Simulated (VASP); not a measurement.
Crystal: SnTeS4.

```
CELL_PARAMETERS angstrom
4.25000 -4.25000 0.00000
4.25000 4.25000 0.00000
0.00000 0.00000 3.95000
ATOMIC_POSITIONS crystal
Sn 0.00000 0.00000 0.00000
Te 0.50000 0.50000 0.50000
S 0.69500 0.30500 0.00000
S 0.30500 0.69500 0.00000
S 0.19500 0.19500 0.50000
S 0.80500 0.80500 0.50000
```

The cell was built by a generator and needn't be a form met in nature.

| Quantity | Value |
| --- | --- |
| Program | VASP 6.6.1 |
| Task | relaxation of cell and atoms |
| Functional | PBE |
| Potentials or basis | VASP PAW PBE potentials, release 64 (Sn_d, Te, S) |
| Cutoff | 520 eV |
| k mesh | 3 × 3 × 4 |
| Occupations | gaussian, width 0.15 eV |
| Spin | no spin polarisation |

At the start: pressure 4.1 GPa; volume 23.78 Å³/atom.

Problem. Where does the relaxation end?

Solution. Over 11 steps the energy falls by 24.2 meV/atom and the volume is 25.47 Å³/atom (+7.1 %); space group Cmmm (No. 65, to 0.05 Å).

Step by step:
```
step  energy change (eV)  largest force (eV/Å)  pressure (GPa)  volume (Å³)
   1              0.0000                0.4520            4.09       142.69
   2             -0.0967                0.3305           -1.77       155.59
   3             -0.1184                0.3515           -0.39       151.48
   4             -0.1182                0.3611           -0.04       151.14
   5             -0.1312                0.1922            0.01       151.03
   6             -0.1386                0.0976            0.29       150.85
   7             -0.1419                0.1024           -0.10       152.05
   8             -0.1416                0.1013           -0.45       153.02
   9             -0.1437                0.0903           -0.46       152.96
  10             -0.1451                0.0832           -0.40       152.87
  11             -0.1452                0.0684           -0.38       152.83
```

Final structure:
```
Sn Te S
1.0
     4.40073   -4.44228    0.00000
     4.40073    4.44228    0.00000
     0.00000    0.00000    3.90884
Sn Te S
1 1 4
Direct
  0.00000 0.00000 0.00000
  0.50000 0.50000 0.50000
  0.70020 0.29980 0.00000
  0.29980 0.70020 0.00000
  0.18851 0.18851 0.50000
  0.81149 0.81149 0.50000
```

Caveat: the k mesh is coarse (spacing up to 0.40 Å⁻¹), so the values aren't converged.
